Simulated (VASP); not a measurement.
An input for Ansatz (written as the equivalent of a VASP run, and not itself run):

Ansatz 0.2 input:
```yaml
crystal:
  lattice:
    - [0.0000000, 3.1624020, 3.1624020]
    - [3.1624020, 0.0000000, 3.1624020]
    - [3.1624020, 3.1624020, 0.0000000]
  atoms:
    - { symbol: Ba, position: [0.0000000, 0.0000000, 0.0000000] }
kpoints:
  mp_grid: { grid: [9, 9, 9] }
hamiltonian:
  xc: r2scan
  pseudopotentials: { kind: paw }
scf:
  occupations: { method: methfessel_paxton, width: 0.1 }
  max_iter: 100
relax:
  max_steps: 60
  f_tol: 0.01
  cell: {}
output: { forces: true, stress: true, eigenvalues: true }
```

**Question.** Write the VASP files for the same calculation (r2SCAN).

**Answer.** This is not unique; one that fits is 
**KPOINTS**
```
Automatic mesh
0
Gamma
9 9 9
0 0 0
```

**INCAR**
```
SYSTEM  =  Ba
PREC  =  Accurate; ENCUT  =  400; LREAL  =  .False.
LASPH  =  .True.
EDIFF  =  1E-6; NELM  =  100; ALGO  =  Normal
LMAXMIX  =  4; LMIXTAU  =  .True.
ISMEAR  =  1; SIGMA  =  0.1
METAGGA  =  R2SCAN
IBRION  =  2; NSW  =  60; ISIF  =  3
EDIFFG  =  -0.01
LWAVE  =  .False.; LCHARG  =  .False.
```

File POSCAR:
```
Ba
1
    0.0000000000     3.1624020000     3.1624020000
    3.1624020000     0.0000000000     3.1624020000
    3.1624020000     3.1624020000     0.0000000000
Ba
1
Direct
  0.0000000000   0.0000000000   0.0000000000
```

POTCAR, in this order: Ba_sv (PBE.64 set). Program: vasp_std.

What does not carry over: each code has its own PAW files, so the cut-off isn't converted (ENCUT is set for VASP's; basis.ecutwfc is left out, and Ansatz then takes the one that its files recommend); Ansatz stops its SCF on the density residual and VASP on the energy change (EDIFF).

The structure was generated: Ba was put into the fcc type (Fm-3m), which need not be its known phase. This run relaxes it. Symmetry was kept, so distortions that lower it aren't found.
